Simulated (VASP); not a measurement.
VASP, PAW. Cohesive energy of CdSe (wurtzite) (static; atoms at Hund's-rule spin).

| level | cohesive energy (eV/atom) |
|---|---|
| PBE | 2.30 |
| r2SCAN | 2.54 |

Task: Estimate the cohesive energy from LDA, PBEsol.

Result: 
The LDA comes out as 3.08 eV/atom and the PBEsol is 2.65 eV/atom.

Only levels that ran to the end are used. Left out are those held back, those with too coarse a band path, GW runs whose mesh misses a band edge, hybrids' fits of cells that aren't cubic and levels without matching references; a question may draw on a part of the rest.
